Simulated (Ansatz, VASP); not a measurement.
**Si32HO63 (H_O): VASP beside Ansatz**

Aim: how closely do two programs agree when they are given the same cell, functional and k mesh? The cell is taken from a series of runs on this material, whose earlier steps may have relaxed, scaled, displaced or heated it; both programs get it as it stands.

Calculated with Ansatz 0.2.0; plane waves, with VASP 6.6.1 beside it; single point at r2SCAN.

## 1. Set-up

The cell holds 96 atoms: 32 Si, 63 O and 1 H. Cell: a = 9.926 Å, b = 9.926 Å, c = 11.836 Å, α = 53.4°, β = 53.4°, γ = 73.2°. It derives from SiO2 (SiO2 (P4_2/mnm)). Nearest the centre at fractional (0.528, 0.722, 0.375): H96 at 0.12 Å, Si29 at 1.82 Å, Si26 at 1.83 Å, Si12 at 2.03 Å, O86 at 2.30 Å, O60 at 2.48 Å, O50 at 2.48 Å, O65 at 2.48 Å.

## 2. Ansatz: single point, r2SCAN

Ansatz runs on its PAW soft_1 files.

A single point gives forces, pressure and levels at one fixed geometry, so differences don't come from the geometry; what else differs is listed under the comparison.

The input, input.yaml:

```yaml
crystal:
  checkpoint: "../qp1.relax.run"
  host: checkpoint
basis:
  ecutwfc: 500
  xc_grid: 2
hamiltonian:
  xc: r2scan
  pseudopotentials: { kind: paw, azcp: { folder: soft_1 } }
kpoints:
  mp_grid: { grid: [2, 2, 2], shift: [0.5, 0.5, 0.5] }
scf:
  occupations: { method: fermi_dirac, width: 0.01 }
  max_iter: 60
output:
  forces: true
  eigenvalues: true
  charged_corrections: { defect_position: [0.528052, 0.721948, 0.375] }
checkpoint:
  read: "../qp1.relax.run"
  write: "../qp1.point_neutral.run"
  compress: false
  write_wavefunctions: false
  write_every: 100000
magnetization:
  spin_polarized: true
  initial_magnetization: 1
  spin_locking: { lock_magnetization: hard }
```

The run is started by

```bash
$ ansatz run input.yaml --threads 8 --pin off --max-ram 22609MiB --backend cpu --events-out ev --progress --plain --runs-dir out
```

Numbers of over 12 decimals in the logs are rounded to 6 here.

Output:

```text
Warning: This run holds its total moment fixed (magnetization.spin_locking.lock_magnetization: hard) and mixes its density by anderson or broyden (scf.mixing.algorithm, typed or taken by auto). Slabs with a fixed moment have converged under broyden above another state at the same moment, at the default mixing steps and at smaller ones, and under scf.lower_state_search: standard, light or off a state that such a mixer [...]
checkpoint.read: neither the saved density nor the saved orbitals are used: the state is of another total charge, and does not settle where this run's electrons and spins go. The run starts from its atoms. Which states do: the manual's quickstart, A charge series.
crystal.checkpoint: the structure is that of <dir>, a `relax` run, at its step 6: its result, under r2scan at a charge of 1 e; 96 atoms read, 0 with a starting moment; this deck's charge is 0 e; no density is read with it (checkpoint.read); crystal.structure_sha256 for this input is
Engine: ansatz 0.2.0, aarch64-unknown-linux-gnu
Pseudopotentials: kind: paw
Pseudopotential: Si, paw, valence charge 4, recommended cutoff 500 eV (meta_gga), soft_1/Si.paw.azcp
Pseudopotential: O, paw, valence charge 6, recommended cutoff 500 eV (meta_gga), soft_1/O.paw.azcp
Pseudopotential: H, paw, valence charge 1, recommended cutoff 500 eV (meta_gga), soft_1/H.paw.azcp
Functional definition: r2SCAN
  parameter k0 = 0.174
  parameter k1 = 0.065
  parameter a1 = 4.9479
  exchange = r2scan_x(k0 = k0, k1 = k1, a1 = a1)
  correlation = r2scan_c
Crystal: 96 atoms, lattice volume = 747.688 Å³
Basis set: ecut = 500 eV, 18959 PW (Γ), exchange–correlation on 150×150×180 points (8 copies of the dense FFT grid, shifted against one another)
Bands: 350, of which v1, the nominal top of the filled ones, is band 254 counted from 1 (253 counted from 0)
Symmetry: 1 space group operations
Space group: P1 (ITA 1), of the structure as read, at distance tolerance 9.1e-5 Å
Magnetic group: BNS 1.1 (UNI 1), of the structure as read, at distance tolerance 9.1e-5 Å
k-points: 4 of 8 (time reversal used)
Non-local potential: Si, projectors of the file, l = 0: 2, l = 1: 2, l = 2: 1
Non-local potential: O, projectors of the file, l = 0: 2, l = 1: 2, l = 2: 1
Non-local potential: H, projectors of the file, l = 0: 2, l = 1: 1
PAW form: soft (Blöchl's): semilocal exchange-correlation on the pseudo side does not see the compensation charge
PAW frozen core: Si, regenerated for the run's functional (the file was generated under x = pbe(κ = 0.804, μ = 0.219515), c = pbe(β = 0.066725))
PAW frozen core: O, regenerated for the run's functional (the file was generated under x = pbe(κ = 0.804, μ = 0.219515), c = pbe(β = 0.066725))
PAW one-centre angular grid: Si, 302 points (default); XC on 160 Gauss nodes
PAW one-centre angular grid: O, 302 points (default); XC on 160 Gauss nodes
PAW one-centre angular grid: H, 302 points (default); XC on 160 Gauss nodes
Initial density: superposition of atomic densities (chi_scale 0.1, normalization cell, long waves kept (reshape's long-wave potential 0.19 eV rms))
Starting moments: Σ|m| = 1 μB on 96 of 96 sites
Initial wavefunctions: pseudopotential atomic-orbital guess
Functional: x = r2scan, c = r2scan; τ floored in thin density (d = 2e-4 eV/Å³)
SCF iter   1: F=—  HF=-56407.998550 eV  |F-HF|=—  |Δ(HF+E_count)|=         —  Δρ=7.32e-2 (↑7.28e-2 ↓7.32e-2)  dr2=1.33e2  dr2_τ=4.35e0  dr2_m=1.56e-1  M=1.000 μB ∫|m|=1.025 μB  β_m=1.20  ethr=3.10e-3  ⟨swp⟩=7.1  Hψ=13829  notcnv=0  defer=335
preconditioner: auto → Resta (q_TF=auto, 2.557 Å⁻¹)  ε∞=3.2  [insulator: Δε(μ)=0.507 eV  Ē_g=20.793 eV  σ=0.010 eV  W_gap=1.00  n_scr=200 (ndim 8)  ℏωp=30.6 eV  f_vac=0.000  D(μ)=0.00/eV (n_scr^D=0)  ε∞_Penn≈3.2]
spin=Collinear: Resta preconditioning applied to the charge; magnetization (m = ρ↑ − ρ↓) channel mixes plain (no charge-response kernel on spin).
SCF iter   2: F=—  HF=-56391.052694 eV  |F-HF|=—  |Δ(HF+E_count)|=    1.69e1  Δρ=3.98e-2 (↑3.97e-2 ↓3.98e-2)  dr2=4.01e1  dr2_τ=4.17e-1  dr2_m=5.90e-3  M=1.000 μB ∫|m|=1.149 μB  β_m=1.20  ethr=3.10e-3  ⟨swp⟩=3.0  Hψ=5297  notcnv=0  defer=721  κ⁻¹=1.0e0(r=1)
SCF iter   3: F=—  HF=-56389.563102 eV  |F-HF|=—  |Δ(HF+E_count)|=    1.49e0  Δρ=1.88e-2 (↑1.88e-2 ↓1.88e-2)  dr2=4.89e0  dr2_τ=9.22e-2  dr2_m=4.11e-3  M=1.000 μB ∫|m|=1.216 μB  β_m=1.20  ethr=3.10e-3  ⟨swp⟩=3.2  Hψ=4652  notcnv=0  defer=728  κ⁻¹=5.9e-2(r=2)
[...]
k-point 2 ↑: bands = [... 250 lower, 9.3870, 9.4988, 9.6517, 16.0842, 16.6201, 17.3769, 17.9192, 18.2288, ... 92 higher]
  k-point 3 ↓: bands = [... 250 lower, 9.4060, 9.6083, 9.7490, 16.7024, 17.3652, 17.7843, 17.9757, 18.2543, ... 92 higher]
```

The column dr2 measures how far the density is from self-consistency, as an energy; F and HF (Harris–Foulkes) agree once it is small.

## 3. VASP: single point, r2SCAN

The same cell, functional, mesh and smearing now go to VASP, with its own data sets.

Lines of VASP's logs that name or quote its potential files are left out, and so is its time.

The input, INCAR:

```
SYSTEM = Si32HO63
PREC = Accurate
ENCUT = 580
EDIFF = 1E-06
NELM = 200
ISMEAR = -1
SIGMA = 0.01
LREAL = Auto
ALGO = Normal
METAGGA = R2SCAN
LASPH = .TRUE.
NBANDS = 320
ISPIN = 2
MAGMOM = 0.01 0 0 0 0 0.01 0 0 0 0 0 -0 0 0 -0 0 0 0 -0 0 0 0 0 -0 0 0.09 0 0 0.09 0 0 0 0 0 0 0 0 0 0 0 0 0 0 0 0.01 0.03 0 -0 0 0 0 0 0 0 0 -0 0 0 0 0 0 0 0 -0 0 0 0 0 0 0 0 0 0 0 0 0 0 0 0 0 0 0.02 0.02 0.02 0.03 0.02 -0 0.02 0 0 0 0 0 0 0 0.04
LORBIT = 11
LWAVE = .FALSE.
LCHARG = .FALSE.
ISIF = 2
ISYM = 0
NUPDOWN = 1
GGA_COMPAT = .FALSE.
LMIXTAU = .TRUE.
```

The input, POSCAR:

```
Si32HO63
1.0
    0.0000000000      8.3695907132      5.3368094992
    8.3695907132      0.0000000000      5.3368094992
    8.3695907132      8.3695907132      0.0000000000
Si O H
32 63 1
Direct
    0.0007379867      0.0013749552      0.9988801481
    0.2482533665      0.2559593599      0.2478201199
[... 1 atom line left out ...]
    0.3741513540      0.3758758086      0.3750929043
[... 1 atom line left out ...]
    0.2491280575      0.2497724243      0.7504687038
[... 1 atom line left out ...]
    0.3741170869      0.3758453586      0.8747875695
[... 1 atom line left out ...]
    0.2504839557      0.7510420552      0.2477105016
[... 1 atom line left out ...]
    0.3571042226      0.8934361304      0.3746478779
[... 1 atom line left out ...]
    0.2505682876      0.7510676199      0.7505091636
    0.1269505321      0.6244928843      0.6241984863
[... 1 atom line left out ...]
    0.4994617449      0.9999699937      0.9987917511
[... 1 atom line left out ...]
    0.6260261863      0.1235869586      0.1251164528
    0.8765440181      0.3739683618      0.3746662343
    0.4994855921      0.0000453188      0.5016005018
[... 4 atom lines left out ...]
    0.7587427194      0.7473374232      0.2468952431
    0.6251182024      0.6253778153      0.1245648649
    0.8746436009      0.8763745146      0.3742306865
    0.5031782770      0.4917373413      0.5024641391
[... 1 atom line left out ...]
    0.6251430082      0.6254071684      0.6247636782
    0.8746829064      0.8763993919      0.8745402713
[... 6 atom lines left out ...]
    0.2160671242      0.0344497275      0.3746675986
[... 6 atom lines left out ...]
    0.2808154075      0.4729626966      0.6229873120
[... 1 atom line left out ...]
    0.4718591042      0.2757605211      0.6260807334
[... 1 atom line left out ...]
    0.2554148154      0.7521711591      0.4006940011
[... 3 atom lines left out ...]
    0.2777456995      0.9727411146      0.1250347978
    0.2222973487      0.5297117818      0.3746969070
    0.4719779549      0.7784738489      0.1240271971
[... 3 atom lines left out ...]
    0.2558366015      0.7519134563      0.5915715941
[... 1 atom line left out ...]
    0.2777736626      0.9727700156      0.6242906993
    0.2222704761      0.5297356695      0.8731328921
    0.4720452142      0.7785419627      0.6253088248
    0.4985743434      0.9947518750      0.1577207394
[... 1 atom line left out ...]
    0.4983405894      0.9951370329      0.3486191336
[... 2 atom lines left out ...]
    0.7778485614      0.4726600388      0.1247313649
    0.7208127816      0.0282435952      0.3746108335
[... 6 atom lines left out ...]
    0.7778617112      0.4726693838      0.6245990610
    0.7207941820      0.0282641398      0.8761893121
[... 1 atom line left out ...]
    0.5000420202      0.5000286491      0.1538585099
    0.7472397896      0.7500015875      0.4022133288
    0.5005146683      0.5032818628      0.3471153582
    0.7473280883      0.7498771213      0.1005260797
    0.7775354861      0.9697093738      0.1263435981
    0.7223324368      0.5281813017      0.3746675091
    0.9747363902      0.7786502029      0.1232678574
    0.5006461461      0.5031860301      0.6488090316
[... 1 atom line left out ...]
    0.4999980115      0.5000728971      0.8458804832
[... 5 atom lines left out ...]
    0.5382722962      0.7122379343      0.3746378526
```

The input, KPOINTS:

```
Points of the shifted mesh
8
Reciprocal
 0.2500000000  0.2500000000  0.2500000000 1
 0.2500000000  0.2500000000  0.7500000000 1
 0.2500000000  0.7500000000  0.2500000000 1
 0.2500000000  0.7500000000  0.7500000000 1
 0.7500000000  0.2500000000  0.2500000000 1
 0.7500000000  0.2500000000  0.7500000000 1
 0.7500000000  0.7500000000  0.2500000000 1
 0.7500000000  0.7500000000  0.7500000000 1
```

Potentials, in the order of the species: Si, O and H (PBE family, release 64).

The run is started by

```bash
$ export OMP_NUM_THREADS=3
$ mpirun -np 1 vasp_std
```

Output:

```text
[banner, memory and clock lines left out]
running    1 mpi-ranks, on    1 nodes
[...]
Offloading initialized ...    1 GPUs detected
[...]
|                                                                             |
|               ----> ADVICE to this user running VASP <----                  |
|                                                                             |
|     You enforced a specific xc type in the INCAR file but a different       |
|     [... a line on the potential file left out ...]
|     I HOPE YOU KNOW WHAT YOU ARE DOING!                                     |
|                                                                             |

 LDA part: xc-table for (None), standard interpolation
 POSCAR, INCAR and KPOINTS ok, starting setup
[...]
entering main loop
       N       E                     dE             d eps       ncg     rms          rms(c)
DAV:   1     0.282804524875E+04    0.28280E+04   -0.31124E+05 10240   0.174E+03
DAV:   2    -0.955301219665E+03   -0.37833E+04   -0.36966E+04 12008   0.375E+02
DAV:   3    -0.114947484685E+04   -0.19417E+03   -0.19287E+03 12424   0.857E+01
DAV:   4    -0.115190833340E+04   -0.24335E+01   -0.24209E+01 12176   0.104E+01
[...]
DAV:  14    -0.929437444128E+03   -0.20087E-05   -0.50061E-05 11968   0.164E-02    0.158E-02
DAV:  15    -0.929437446329E+03   -0.22011E-05   -0.58882E-06 11520   0.669E-03    0.978E-03
DAV:  16    -0.929437446893E+03   -0.56377E-06   -0.18068E-06  7128   0.312E-03
   1 F= -.92943745E+03 E0= -.92943745E+03  d E =-.701428E-12  mag=     1.0000
```

OUTCAR, selected parts (step 3):

```text
  FREE ENERGIE OF THE ION-ELECTRON SYSTEM (eV)
  ---------------------------------------------------
  free  energy   TOTEN  =      -929.4374468932 eV

  energy  without entropy=     -929.4374468932  energy(sigma->0) =     -929.43744689

 magnetization (x)
# of ion       s       p       d       tot
------------------------------------------
    1        0.006   0.003   0.000   0.009
    2        0.000   0.000   0.000   0.000
    3        0.000   0.000   0.000   0.000
    4        0.004   0.002   0.000   0.006
    5        0.000   0.000   0.000   0.000
    6        0.006   0.003   0.000   0.009
    7        0.000   0.000   0.000   0.000
    8        0.004   0.002   0.000   0.006
    9        0.000   0.000   0.000   0.001
   10        0.001   0.000   0.000   0.001
   11        0.000   0.000   0.000   0.000
   12        0.000  -0.002   0.000  -0.001
   13        0.000   0.000   0.000   0.000
[...]
--------------------------------------------------
tot          0.280   0.319   0.000   0.598

[... 2 further parts left out ...]
[key lines of the parts left out:]
E-fermi :   7.8897
```

The run ends at a pressure of 1.99 GPa, with forces up to 2.4 eV/Å.

## 4. Differences

Known differences besides the potentials themselves: VASP starts from the moments at which Ansatz ended; VASP keeps PBE cores, Ansatz makes them for the functional; the cutoff is 500 eV in Ansatz and 580 eV in VASP (PREC = Accurate, projectors in real space); site moments are counted in spheres of each program's own size. Total energies have different zeros and are not compared.

Compared:

| quantity | Ansatz | VASP | difference |
| --- | --- | --- | --- |
| total moment, fixed by the input (μB) | 1.00 | 1.00 | 0.00 |
| moment on Si29 (μB) | 0.09 | 0.19 | -0.10 |
| moment on Si26 (μB) | 0.09 | 0.19 | -0.10 |

Forces on 7 of the 96 atoms, those with the largest forces and the largest differences (eV/Å; atoms numbered as in POSCAR):

```
atom         Ansatz x, y, z           VASP x, y, z
Si26  1.445, -1.447, -1.138  1.461, -1.467, -1.164
Si29   1.444, -1.448, 1.137   1.464, -1.465, 1.165
 O46  0.226, -0.222, -2.297  0.245, -0.243, -2.301
 O84  -1.593, -0.972, 0.619  -1.584, -0.956, 0.625
 O85   0.222, -0.224, 2.294   0.242, -0.243, 2.299
 O86   -1.356, 1.357, 0.000   -1.380, 1.382, 0.001
 O88   0.974, 1.593, -0.619   0.958, 1.586, -0.625
```

The forces differ by 12 meV/Å r.m.s., which is 2.6 % of the r.m.s. force of 0.463 eV/Å (both taken over all components). The two runs ended with unlike total or site moments, perhaps in different magnetic states; the other differences may follow from that, so they don't measure the programs' precision.

## 5. Outcome

```json
{
 "difference in moment on Si29 (single point, r2SCAN)": "-0.099 μB"
}
```

What this shows: The difference in moment on Si29 is -0.099 μB (single point, r2SCAN). The runs of the single point, r2SCAN pair ended with unlike moments, so it says little about numerical agreement. What causes the difference of the single point, r2SCAN pair stays open here. How closely two codes agree says nothing of how well the functional describes the real material.

[Lines on the potential files, build, host, timing and source positions are cut from VASP's logs without a mark.]

[Logs are printed without paths, hosts, clocks, repeated set-up lines and the standing remarks that a program may print on its own settings, such as how far it seeks lower states.]

[Hosts, paths, dates, database ids (printed as entryN), source tags and the programs' standing remarks are cut or masked in the printed files.]
